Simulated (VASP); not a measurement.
An input for Ansatz (written as the equivalent of a VASP run, and not itself run):

Ansatz 0.2 input:
```yaml
crystal:
  lattice:
    - [4.0940543, 0.0000000, 0.0000000]
    - [0.0000000, 4.0940543, 0.0000000]
    - [0.0000000, 0.0000000, 4.0940543]
  atoms:
    - { symbol: Ba, position: [0.0000000, 0.0000000, 0.0000000] }
    - { symbol: Hf, position: [0.5000000, 0.5000000, 0.5000000] }
    - { symbol: O, position: [0.5000000, 0.0000000, 0.5000000] }
    - { symbol: O, position: [0.0000000, 0.5000000, 0.5000000] }
    - { symbol: O, position: [0.5000000, 0.5000000, 0.0000000] }
kpoints:
  mp_grid: { grid: [5, 5, 5] }
hamiltonian:
  xc: pbe
  dispersion: d3bj
  pseudopotentials: { kind: paw }
scf:
  occupations: { method: gaussian, width: 0.05 }
  max_iter: 100
output: { forces: true, stress: true, eigenvalues: true }
```

Question: Write the VASP files for the same calculation (PBE-D3(BJ)).

Answer: One answer among several that fit: 
**INCAR**
```
# general
SYSTEM   =  BaHfO3
PREC     =  Accurate
ENCUT    =  520
LREAL    =  .False.
LASPH    =  .True.

# electronic loop
EDIFF    =  1E-7
NELM     =  100
ALGO     =  Normal
LMAXMIX  =  6

# smearing
ISMEAR   =  0
SIGMA    =  0.05

# functional
GGA      =  PE
IVDW     =  12

# ions
ISIF     =  2

# output
LWAVE    =  .False.
LCHARG   =  .False.
```

**POSCAR**
```
BaHfO3
4.0940540
  1.0000000636   0.0000000000   0.0000000000
  0.0000000000   1.0000000636   0.0000000000
  0.0000000000   0.0000000000   1.0000000636
Ba Hf O
1 1 3
direct
  0.0000000000   0.0000000000   0.0000000000
  0.5000000000   0.5000000000   0.5000000000
  0.5000000000   0.0000000000   0.5000000000
  0.0000000000   0.5000000000   0.5000000000
  0.5000000000   0.5000000000   0.0000000000
```

### KPOINTS
```
Automatic
0
gamma
  5 5 5
```

POTCAR, in this order: Ba_sv Hf_pv O (PBE.64 set). Program: vasp_std.

Limits of the translation: each code has its own PAW files, so the cut-off isn't converted (ENCUT is set for VASP's; basis.ecutwfc is left out, and Ansatz then takes the one that its files recommend); Ansatz stops its SCF on the density residual and VASP on the energy change (EDIFF).

The compound is BaHfO3 in the cubic perovskite structure. This cell is one point of a volume scan, at 0.94 of the reference volume.
